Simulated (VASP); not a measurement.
Input for VASP

File KPOINTS:
```
Automatic mesh
0
Gamma
6 6 1
0 0 0
```

INCAR:
```
SYSTEM = BiB
PREC = Accurate; ENCUT = 520; LREAL = .FALSE.
LASPH = .TRUE.
EDIFF = 1E-6; NELM = 100; ALGO = Normal
LMAXMIX = 4; LMIXTAU = .TRUE.
ISMEAR = 0; SIGMA = 0.05
METAGGA = R2SCAN
IBRION = 2; NSW = 60; ISIF = 3
EDIFFG = -0.02
LWAVE = .FALSE.; LCHARG = .FALSE.
```

POSCAR:
```
BiB
1.0
  3.8761774793  -0.0000000137   0.0000000000
 -1.9380882632   3.3568684533   0.0000000000
  0.0000000000   0.0000000000  19.0056760072
B Bi
6 6
direct
  0.0000000000   0.0000000000   0.0001584051
  0.0000000000   0.0000000000   0.5001584051
  0.6666670000   0.3333330000   0.8327718493
  0.3333330000   0.6666670000   0.3327718493
  0.6666670000   0.3333330000   0.1664547873
  0.3333330000   0.6666670000   0.6664547873
  0.0000000000   0.0000000000   0.8744789703
  0.0000000000   0.0000000000   0.3744789703
  0.6666670000   0.3333330000   0.7081147662
  0.3333330000   0.6666670000   0.2081147662
  0.6666670000   0.3333330000   0.0417212218
  0.3333330000   0.6666670000   0.5417212218
```

POTCAR, in this order: B Bi_d (PBE.64 set). Program: vasp_std.

Task: Translate this r2SCAN calculation to Ansatz.

Result: One equivalent input (not run):
Ansatz 0.2 input:
```yaml
crystal:
  lattice:
    - [3.8761775, -0.0000000, 0.0000000]
    - [-1.9380883, 3.3568685, 0.0000000]
    - [0.0000000, 0.0000000, 19.0056760]
  atoms:
    - { symbol: B, position: [0.0000000, 0.0000000, 0.0001584] }
    - { symbol: B, position: [0.0000000, 0.0000000, 0.5001584] }
    - { symbol: B, position: [0.6666670, 0.3333330, 0.8327718] }
    - { symbol: B, position: [0.3333330, 0.6666670, 0.3327718] }
    - { symbol: B, position: [0.6666670, 0.3333330, 0.1664548] }
    - { symbol: B, position: [0.3333330, 0.6666670, 0.6664548] }
    - { symbol: Bi, position: [0.0000000, 0.0000000, 0.8744790] }
    - { symbol: Bi, position: [0.0000000, 0.0000000, 0.3744790] }
    - { symbol: Bi, position: [0.6666670, 0.3333330, 0.7081148] }
    - { symbol: Bi, position: [0.3333330, 0.6666670, 0.2081148] }
    - { symbol: Bi, position: [0.6666670, 0.3333330, 0.0417212] }
    - { symbol: Bi, position: [0.3333330, 0.6666670, 0.5417212] }
kpoints:
  mp_grid: { grid: [6, 6, 1] }
hamiltonian:
  xc: r2scan
  pseudopotentials: { kind: paw }
scf:
  occupations: { method: gaussian, width: 0.05 }
  max_iter: 100
relax:
  max_steps: 60
  f_tol: 0.02
  cell: {}
output: { forces: true, stress: true, eigenvalues: true }
```
Limits of the translation: each code has its own PAW files, so the cut-off isn't converted (ENCUT is set for VASP's; basis.ecutwfc is left out, and Ansatz then takes the one that its files recommend); Ansatz stops its SCF on the density residual and VASP on the energy change (EDIFF).

The structure was generated: BiB was put into the 6H type (P6_3mc), which need not be its known phase. This run relaxes it. Symmetry was kept, so distortions that lower it aren't found. The start is the result of an earlier pass.
